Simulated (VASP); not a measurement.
Level of theory: PBE GGA + U (Dudarev), VASP's PBE PAW potentials (set 64) (plane waves; VASP).

Input for VASP

INCAR:
```
ISMEAR=1   # Methfessel-Paxton
LMAXMIX=4   # l cut-off of mixed one-centre charges
LCHARG=.False.
ALGO=Normal   # blocked Davidson
GGA=PE   # PBE
LORBIT=10
LDAUU=2.0 2.0
LDAUJ=0 0
LASPH=.True.   # aspherical one-centre terms
LDAUL=2 2
SIGMA=0.1   # width (eV)
LWAVE=.False.
ISIF=2   # forces and stress, cell fixed
LREAL=.False.   # projection in real space or not
NELM=100
LDAUPRINT=1
SYSTEM=CuZn
ENCUT=400   # plane-wave cut-off (eV)
EDIFF=1E-6   # SCF stop (eV)
LDAU=.True.
PREC=Accurate
LDAUTYPE=2   # Dudarev
```

File POSCAR:
```
CuZn
1
    2.9242930000     0.0000000000     0.0000000000
    0.0000000000     2.9565710000     0.0000000000
    0.0000000000     0.0000000000     2.9631800000
Zn Cu
1 1
Direct
  0.5000000000   0.5000000000   0.5000000000
  0.0231320000   0.0000000000   0.0000000000
```

**KPOINTS**
```
kpoints
0
gamma
  11 11 11
0 0 0
```

POTCAR, in this order: Zn Cu (PBE.64 set). Program: vasp_std.

The resulting files:

OUTCAR:
```
 ion  position               nearest neighbor table
   1  0.500  0.500  0.500-   2 2.51   2 2.51   2 2.51   2 2.51   2 2.59   2 2.59   2 2.59   2 2.59
  LATTYP: Found a simple orthorhombic cell.
 ALAT       =     2.9242930000
 B/A-ratio  =     1.0110378816
 C/A-ratio  =     1.0132979151
 Subroutine PRICEL returns:
 Original cell was already a primitive cell.
 Subroutine GETGRP returns: Found  4 space group operations
The static configuration has the point symmetry C_2v.
The dynamic configuration has the point symmetry C_2v.
 Subroutine INISYM returns: Found  4 space group operations
 Subroutine IBZKPT returns following result:
 Found    216 irreducible k-points:

 Following reciprocal coordinates:
            Coordinates               Weight
  0.000000  0.000000  0.000000      1.000000
  0.090909  0.000000  0.000000      2.000000
  0.181818  0.000000  0.000000      2.000000
  0.272727  0.000000  0.000000      2.000000
  0.363636  0.000000  0.000000      2.000000
  0.454545  0.000000  0.000000      2.000000
  0.000000  0.090909  0.000000      2.000000
  0.090909  0.090909  0.000000      4.000000
...
```

OSZICAR:
```
       N       E                     dE             d eps       ncg     rms          rms(c)
DAV:   1     0.103649621559E+03    0.10365E+03   -0.10015E+04  6664   0.215E+03
DAV:   2    -0.187294551214E+01   -0.10552E+03   -0.10268E+03  6501   0.306E+02
DAV:   3    -0.479856768545E+01   -0.29256E+01   -0.29181E+01  8057   0.695E+01
DAV:   4    -0.481648674251E+01   -0.17919E-01   -0.17918E-01  7544   0.484E+00
DAV:   5    -0.481672365554E+01   -0.23691E-03   -0.23691E-03  8591   0.577E-01    0.799E+00
DAV:   6    -0.455598291009E+01    0.26074E+00   -0.10414E+01  6689   0.841E+01    0.442E+00
DAV:   7    -0.407640174229E+01    0.47958E+00   -0.22563E+00  6720   0.594E+01    0.221E+00
DAV:   8    -0.407148231557E+01    0.49194E-02   -0.68137E-02  7641   0.314E+00    0.106E+00
DAV:   9    -0.406544395490E+01    0.60384E-02   -0.11406E-02  7768   0.262E+00    0.498E-02
DAV:  10    -0.406545432794E+01   -0.10373E-04   -0.36337E-04  9153   0.225E-01    0.329E-02
DAV:  11    -0.406545503221E+01   -0.70427E-06   -0.84788E-06  8801   0.785E-02
   1 F= -.40654550E+01 E0= -.40652044E+01  d E =-.751950E-03
```

File OUTCAR:
```
------------------------ aborting loop because EDIFF is reached ----------------------------------------
  FORCE on cell =-STRESS in cart. coord.  units (eV):
  Direction    XX          YY          ZZ          XY          YZ          ZX
  --------------------------------------------------------------------------------------
  Total        0.0681297      0.0389094      0.0120449      0.0000000      0.0000000      0.0000000
  in kB        4.2606890      2.4333150      0.7532641      0.0000000      0.0000000      0.0000000
  external PRESSURE =       2.4824227 kB  Pullay stress =       0.0000000 kB
  volume of cell :       25.62
      direct lattice vectors                 reciprocal lattice vectors
     2.924293000  0.000000000  0.000000000     0.341962998  0.000000000  0.000000000
     0.000000000  2.956571000  0.000000000     0.000000000  0.338229659  0.000000000
     0.000000000  0.000000000  2.963180000     0.000000000  0.000000000  0.337475280
 POSITION                                       TOTAL-FORCE (eV/Angst)
 -----------------------------------------------------------------------------------
      1.46215      1.47829      1.48159         0.302528      0.000000      0.000000
      0.06764      0.00000      0.00000        -0.302528      0.000000      0.000000
 -----------------------------------------------------------------------------------
    total drift:                               -0.000170      0.000000     -0.000014
  FREE ENERGIE OF THE ION-ELECTRON SYSTEM (eV)
  ---------------------------------------------------
  free  energy   TOTEN  =        -4.0654550322 eV

  energy  without entropy=       -4.0647030820  energy(sigma->0) =       -4.06520438

 total charge

# of ion       s       p       d       tot
------------------------------------------
    1        0.579   0.510   9.769  10.857
    2        0.421   0.370   9.241  10.032
--------------------------------------------------
tot          0.999   0.880  19.010  20.890
```
(Selected blocks of OUTCAR.)

The compound is CuZn in the CsCl type structure. The cell was not relaxed at this level, atoms are displaced from their ideal sites. The run is one of a series of settings (LDAU = .TRUE., LDAUJ = 0 0, LDAUL = 2 2, LDAUTYPE = 2, LDAUU = 2.0 2.0 against the base run), some of them coarse on purpose. The electron count is odd and the run is not spin-polarised, which forces a metal.
